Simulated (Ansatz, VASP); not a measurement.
## Cross-check of In (ladder In chain) between VASP and Ansatz

Wanted: the spread between two codes on one cell, functional and k mesh. The structure shown is the start of the Ansatz relaxation below; VASP solves that cell, so the two are compared at the walk's first step. Other levels of theory on this material are compared in a session of their own.

Main program and level: Ansatz 0.2.0; plane waves, with VASP 6.6.1 beside it; r2SCAN.

## 1. The structure

The cell holds 2 atoms: 2 In. Cell: a = 9.000 Å, b = 7.500 Å, c = 2.779 Å, α = 90.0°, β = 90.0°, γ = 90.0°. Vacuum lies along a and b. The structure's axis is c.

## 2. Ansatz: relaxation, r2SCAN

Ansatz runs on its default PAW (the set named soft_2) files.

The two programs are compared at the cell with which this relaxation starts, whose forces are those of its first step.

The input, input.yaml:

```yaml
crystal:
  lattice:
    - [9.0, 0.0, 0.0]
    - [0.0, 7.5, 0.0]
    - [0.0, 0.0, 2.77894]
  atoms:
    - { symbol: In, position: [0.368097778, 0.5, 0.0], spin: 0.5 }
    - { symbol: In, position: [0.631902222, 0.5, 0.5], spin: 0.5 }
magnetization:
  spin_polarized: true
kpoints:
  mp_grid: { grid: [1, 1, 29] }
scf:
  occupations: { method: fermi_dirac, width: 0.05 }
hamiltonian:
  xc: r2scan
relax:
  cell: { fix: [a, b, alpha, beta, gamma] }
  max_steps: 60
```

The run is started by

```bash
$ ansatz run input.yaml --threads 4 --pin off --max-ram 8192MiB --backend cpu --events-out ev --progress --plain --runs-dir out
```

Numbers of over 12 decimals in the logs are rounded to 6 here.

What it wrote:

```text
Engine: ansatz 0.2.0, aarch64-unknown-linux-gnu
Pseudopotentials: kind: paw
Pseudopotential: In, paw, valence charge 13, recommended cutoff 500 eV (meta_gga), In.paw.azcp
Functional definition: r2SCAN
  parameter k0 = 0.174
  parameter k1 = 0.065
  parameter a1 = 4.9479
  exchange = r2scan_x(k0 = k0, k1 = k1, a1 = a1)
  correlation = r2scan_c
Crystal: 2 atoms, lattice volume = 187.578 Å³
Basis set: ecut = 500 eV, 4761 PW (Γ), exchange–correlation on 288×240×96 points (64 copies of the dense FFT grid, shifted against one another)
Bands: 18, of which v1, the nominal top of the filled ones, is band 13 counted from 1 (12 counted from 0)
Symmetry: 8 space group operations
Space group: Pmma (ITA 51), of the structure as read, at distance tolerance 5.7e-5 Å
Magnetic group: BNS 51.289 (UNI 387), of the structure as read, at distance tolerance 5.7e-5 Å
k-points: 15 of 29
Non-local potential: In, projectors of the file, l = 0: 2, l = 1: 2, l = 2: 2, l = 3: 2
PAW form: soft (Blöchl's): semilocal exchange-correlation on the pseudo side does not see the compensation charge
PAW frozen core: In, regenerated for the run's functional (the file was generated under x = pbe(κ = 0.804, μ = 0.219515), c = pbe(β = 0.066725))
PAW one-centre angular grid: In, 590 points (default); XC on 289 of its mesh's 2783 points in the sphere
Initial density: superposition of atomic densities (neutral atoms: chi_scale 0, normalization atom)
Starting moments: Σ|m| = 1 μB on 2 of 2 sites
Initial wavefunctions: pseudopotential atomic-orbital guess
Functional: x = r2scan, c = r2scan; τ floored in thin density (d = 2e-4 eV/Å³)
iter 1 solved again at ethr=1.81e-3 eV; its pass at ethr=3.10e-3 eV (dr2=4.70e-1 eV) is discarded
SCF iter   1: F=—  HF=-11221.802056 eV  |F-HF|=—  |Δ(HF+E_count)|=         —  Δρ=1.40e-2 (↑1.40e-2 ↓1.38e-2)  dr2=4.78e-1  dr2_τ=8.67e-3  dr2_m=2.76e-1  M=0.155 μB ∫|m|=0.155 μB  β_m=0.30  ethr=1.81e-3  ⟨swp⟩=1.0  Hψ=3770  notcnv=0
preconditioner: auto → LDOS  [metal: Δε(μ)=0.115 eV  Ē_g=16.339 eV  σ=0.050 eV  W_gap=0.41  n_scr=20 (ndim 8)  ℏωp=13.8 eV  f_vac=0.545  D(μ)=1.33/eV (n_scr^D=8)]
spin=Collinear: LDOS preconditioning applied to the charge; magnetization (m = ρ↑ − ρ↓) channel mixes plain (no charge-response kernel on spin).
SCF iter   2: F=—  HF=-11221.768961 eV  |F-HF|=—  |Δ(HF+E_count)|=   3.31e-2  Δρ=1.03e-2 (↑9.57e-3 ↓1.03e-2)  dr2=1.82e-1  dr2_τ=1.15e-3  dr2_m=1.42e-1  M=0.107 μB ∫|m|=0.107 μB  β_m=0.30  ethr=1.81e-3  ⟨swp⟩=2.9  Hψ=771  notcnv=0  κ⁻¹=1.0e0(r=1)
SCF iter   3: F=—  HF=-11221.802825 eV  |F-HF|=—  |Δ(HF+E_count)|=   3.39e-2  Δρ=7.40e-3 (↑6.25e-3 ↓7.40e-3)  dr2=4.08e-2  dr2_τ=3.97e-4  dr2_m=7.27e-2  M=0.077 μB ∫|m|=0.077 μB  β_m=0.30  ethr=6.98e-4  ⟨swp⟩=3.3  Hψ=967  notcnv=0  κ⁻¹=3.8e-2(r=2)
SCF iter   4: F=—  HF=-11221.829980 eV  |F-HF|=—  |Δ(HF+E_count)|=   2.72e-2  Δρ=4.89e-3 (↑4.46e-3 ↓4.89e-3)  dr2=3.05e-3  dr2_τ=1.17e-4  dr2_m=3.68e-2  M=0.056 μB ∫|m|=0.056 μB  β_m=0.30  ethr=1.57e-4  ⟨swp⟩=3.7  Hψ=1080  notcnv=0  κ⁻¹=3.2e-3(r=3)
SCF iter   5: F=—  HF=-11221.843274 eV  |F-HF|=—  |Δ(HF+E_count)|=   1.33e-2  Δρ=3.34e-3 (↑3.34e-3 ↓3.26e-3)  dr2=8.54e-4  dr2_τ=5.31e-5  dr2_m=1.85e-2  M=0.045 μB ∫|m|=0.045 μB  β_m=0.30  ethr=1.17e-5  ⟨swp⟩=2.8  Hψ=1137  notcnv=0  κ⁻¹=3.3e-4(r=4)
SCF iter   6: F=—  HF=-11221.848764 eV  |F-HF|=—  |Δ(HF+E_count)|=   5.49e-3  Δρ=2.37e-3 (↑2.37e-3 ↓2.30e-3)  dr2=7.46e-5  dr2_τ=2.14e-5  dr2_m=9.36e-3  M=0.036 μB ∫|m|=0.037 μB  β_m=0.30  ethr=3.28e-6  ⟨swp⟩=2.8  Hψ=1169  notcnv=0  κ⁻¹=6.6e-5(r=5)
SCF iter   7: F=—  HF=-11221.850780 eV  |F-HF|=—  |Δ(HF+E_count)|=   2.02e-3  Δρ=1.67e-3 (↑1.67e-3 ↓1.65e-3)  dr2=1.82e-5  dr2_τ=9.81e-6  dr2_m=4.72e-3  M=0.030 μB ∫|m|=0.031 μB  β_m=0.37  ethr=2.87e-7  ⟨swp⟩=2.4  Hψ=1144  notcnv=0
Mixer restart at iter 7: flushing history
spin-set hold released at iteration 7 (site moments contracting): the magnetisation degrees of freedom join the quasi-Newton model from the next iteration; the mixer history was flushed
SCF iter   8: F=—  HF=-11221.851952 eV  |F-HF|=—  |Δ(HF+E_count)|=   1.17e-3  Δρ=1.07e-3 (↑1.07e-3 ↓1.06e-3)  dr2=8.08e-6  dr2_τ=4.07e-6  dr2_m=1.96e-3  M=0.024 μB ∫|m|=0.025 μB  β_m=0.59  ethr=6.99e-8  ⟨swp⟩=3.2  Hψ=1146  notcnv=0  κ⁻¹=1.0e0(r=1)
[...]
Crystal: 2 atoms, lattice volume = 191.937 Å³
Basis set: ecut = 500 eV, 4877 PW (Γ), exchange–correlation on 288×240×96 points (64 copies of the dense FFT grid, shifted against one another)
[...]
preconditioner: auto → Resta (q_TF=auto, 1.955 Å⁻¹)  ε∞=1.8  [insulator: Δε(μ)=0.197 eV  Ē_g=15.740 eV  σ=0.050 eV  W_gap=0.56  n_scr=20 (ndim 8)  ℏωp=13.7 eV  f_vac=0.543  D(μ)=1.03/eV (n_scr^D=4)  ε∞_Penn≈1.8  vacuum switching on, ρ_ref=1.8e-2 e/Å³]
spin=Collinear: Resta preconditioning applied to the charge; magnetization (m = ρ↑ − ρ↓) channel mixes plain (no charge-response kernel on spin).
[...]
SCF iter   6: F=—  HF=-11222.234579 eV  |F-HF|=—  |Δ(HF+E_count)|=   7.22e-7  Δρ=6.10e-6 (↑6.10e-6 ↓4.89e-6)  dr2=1.69e-7  dr2_τ=8.14e-10  dr2_m=8.30e-9  M=0.000 μB ∫|m|=0.000 μB  β_m=1.20  ethr=7.69e-10  ⟨swp⟩=4.4  Hψ=1835  notcnv=0  κ⁻¹=1.6e-5(r=5)
[...]
SCF 4 converged in 9 iterations: F = -11222.234579 eV  dr2 = 2.75e-10
relax step   4: F+E_penalty+E_count = -11222.23457888 eV  Δ(F+E_penalty+E_count) = -3.932e-3 eV  max|allowed force component| = 4.073e-3 eV/Å  Δτ_max = 0.0098 Å  P = -0.162 GPa  Ω = 191.937 Å³  energy of the carried Pulay correction = -1.185e-4 eV  fix = [a, b, alpha, beta, gamma]  reactions: a -0.692, b +0.220 GPa  (9 SCF iters, dr2 threshold 2.00e-7 eV, accepted)
Initial wavefunctions: pseudopotential atomic-orbital guess (no wavefunctions were taken with the density)
iter 1 solved again at ethr=1.78e-7 eV; its pass at ethr=3.10e-3 eV (dr2=4.62e-5 eV) is discarded
SCF iter   1: F=—  HF=-11222.234692 eV  |F-HF|=—  |Δ(HF+E_count)|=         —  Δρ=8.10e-6 (↑8.10e-6 ↓8.09e-6)  dr2=6.89e-8  dr2_τ=1.04e-7  dr2_m=3.54e-12  M=0.000 μB ∫|m|=0.000 μB  β_m=0.67  ethr=1.78e-7  ⟨swp⟩=3.5  Hψ=4608  notcnv=0
preconditioner: auto → Resta (q_TF=auto, 1.955 Å⁻¹)  ε∞=1.8  [insulator: Δε(μ)=0.189 eV  Ē_g=15.745 eV  σ=0.050 eV  W_gap=0.54  n_scr=20 (ndim 8)  ℏωp=13.7 eV  f_vac=0.542  D(μ)=1.01/eV (n_scr^D=4)  ε∞_Penn≈1.8  vacuum switching on, ρ_ref=1.8e-2 e/Å³]
spin=Collinear: Resta preconditioning applied to the charge; magnetization (m = ρ↑ − ρ↓) channel mixes plain (no charge-response kernel on spin).
SCF iter   2: F=—  HF=-11222.234742 eV  |F-HF|=—  |Δ(HF+E_count)|=   5.00e-5  Δρ=5.60e-6 (↑5.60e-6 ↓5.59e-6)  dr2=3.15e-8  dr2_τ=4.88e-9  dr2_m=9.80e-13  M=0.000 μB ∫|m|=0.000 μB  β_m=0.97  ethr=2.65e-10  ⟨swp⟩=2.7  Hψ=972  notcnv=0  κ⁻¹=1.0e0(r=1)
SCF iter   3: F=—  HF=-11222.234737 eV  |F-HF|=—  |Δ(HF+E_count)|=   4.49e-6  Δρ=2.62e-6 (↑2.62e-6 ↓2.62e-6)  dr2=7.49e-9  dr2_τ=1.14e-9  dr2_m=1.10e-13  M=0.000 μB ∫|m|=0.000 μB  β_m=1.20  ethr=1.21e-10  ⟨swp⟩=3.1  Hψ=998  notcnv=0  κ⁻¹=1.0e-1(r=2)
SCF iter   4: F=—  HF=-11222.234734 eV  |F-HF|=—  |Δ(HF+E_count)|=   3.01e-6  Δρ=6.03e-7 (↑6.03e-7 ↓6.02e-7)  dr2=1.01e-9  dr2_τ=5.66e-11  dr2_m=1.30e-14  M=0.000 μB ∫|m|=0.000 μB  β_m=0.99  ethr=2.88e-11  ⟨swp⟩=2.9  Hψ=944  notcnv=0  κ⁻¹=5.2e-3(r=3)
SCF iter   5: F=-11222.234734 eV  HF=-11222.234734 eV  |F-HF|=1.34e-9  |Δ(HF+E_count)|=   8.39e-8  Δρ=4.06e-8 (↑4.06e-8 ↓4.06e-8)  dr2=8.88e-12  dr2_τ=3.18e-13  dr2_m=5.27e-15  M=0.000 μB ∫|m|=0.000 μB  ethr=1.00e-12  ⟨swp⟩=5.1  Hψ=3122  notcnv=0
the starting moments were not kept: the SCF closed with an absolute magnetisation of 1.2e-7 μB, where they sum to 1 μB in size (2 sites). That is at most 0.1 of that sum. Measured as dr2_m measures the in/out step, that magnetisation stands 9.5e-16 eV from none, at or under the dr2_threshold of 2.0e-11 eV: it is no larger than a step whose dr2_m would equal this threshold.
SCF 5 converged in 5 iterations: F = -11222.234734 eV  dr2 = 8.88e-12
relax step   5: F+E_penalty+E_count = -11222.23473412 eV  Δ(F+E_penalty+E_count) = -1.552e-4 eV  max|allowed force component| = 4.066e-3 eV/Å  Δτ_max = 0.0000 Å  P = -0.160 GPa  Ω = 191.937 Å³  fix = [a, b, alpha, beta, gamma]  reactions: a -0.691, b +0.222 GPa  stress off target by 1.08e-2 GPa on what of the cell is left free  SCF on the basis re-selected at this cell (its energy is not comparable with the rows above)  (5 SCF iters)
basis re-selected at this cell: Δ(F+E_penalty+E_count) = -1.552e-4 eV, ΔP = +0.002 GPa vs the last step (what re-selecting the basis moved, of the pressure what is left beyond the Pulay correction that the steps carried, after the strain that the cell walked since its last selection, with what the two solves' SCF thresholds leave and, on support functions, any second-order correction that the steps lacked; it is no m [...]
SCF converged after 5 iterations
Stability not checked: this state was not tested for a lower state beside it, because the mixer in use, unlike msr1, does not test its closes by its own steps (another_mixer; see scf.mixing.algorithm and scf.lower_state_search)
Magnetization: 0.0000 μB (13.0000 up, 13.0000 down)
Absolute magnetization: 0.0000 μB (∫|ρ↑−ρ↓|, with the PAW one-centre terms)
Spin contamination: 0.0000 ħ² per cell (⟨S²⟩ above its minimum at these occupations)
Per-site moments (μB) at R_I (Å): [(-2.0096130048242337e-9, 1.172948), (-2.009613088000935e-9, 1.172948)]
Free energy (F): -11222.234734 eV
Harris-Foulkes:  -11222.234734 eV  (|F-HF|=1.34e-9)
Internal energy: -11222.226471 eV  (E = F + TS)
E sigma→0 (E₀):  -11222.230603 eV
Entropy (-TS):   -0.008263 eV (-4.131 meV/atom)
Fermi energy:    -0.224685 eV
--- Per-component energies (eV) ---
  E_band       = -328.568045
  E_kinetic    = 480.568464
  E_local      = -5124.974812  (includes V_loc(G=0)·N_el)
  E_nonlocal   = 732.491170
  E_hartree    = 2197.812499
  E_xc         = -401.089640
  E_vxc        = -213.386294  (∫ρ·V_xc dr)
  E_paw        = -8362.016944  (= ΣΔE_a)
  E_vpaw       = -614.899743  (= ΣTr[D̂ρ^β])
  E_aug_tail   = 0.000015  (compensation charges beyond the density's cutoff)
  E_vtau       = 16.008056  (kinetic-family band-sum trace: ∫τ·v_τ [+ j·A + Jᵃ·Aᵃ] dr)
  E_ewald      = -746.948314
  E_core_change = 1.931092  (= ΣΔE_core)
  E_smearing   = -0.008263  (= −TS)
  E_closure    = -0.000000  (closes the sum)
  Σ components = -11222.234734   (vs F -11222.234734, Δ=0.00e0)
--- Forces (eV/Å), atoms counted from 1 ---
  atom   1  In     0.00406595     0.00000000     0.00000000
  atom   2  In    -0.00406595     0.00000000     0.00000000
  max |Σ_I F_I| component: 0.00e0 eV/Å
--- Stress (GPa, compression-positive) ---
       -0.691036       0.000000       0.000000
        0.000000       0.221744       0.000000
        0.000000       0.000000      -0.010823
  P = ⅓ Tr σ = -0.1600 GPa (-1.600 kbar)
--- Relaxed structure (4 steps of the walk, 4 accepted, 1 SCFs on fresh bases) ---
  F+E_penalty+E_count = -11222.23473412 eV   max|allowed force component| = 4.066e-3 eV/Å   (the final SCF, on the basis selected at the relaxed cell)
  cell:  # Å, volume = 191.9369 Å³
    - [9.0, 0.0, 0.0]
    - [0.0, 7.5, 0.0]
    - [0.0, 0.0, 2.843510]
  atoms:
    - { symbol: In, position: [0.342922, 0.5, 0.0] }
    - { symbol: In, position: [0.657078, 0.5, 0.5] }
```

(Part 1 of 2 ends here.)

[Lines on the potential files, build, host, timing and source positions are cut from VASP's logs without a mark.]

[Logs are printed without paths, hosts, clocks, repeated set-up lines and the standing remarks that a program may print on its own settings, such as how far it seeks lower states.]

[Hosts, paths, dates, database ids (printed as entryN), source tags and the programs' standing remarks are cut or masked in the printed files.]
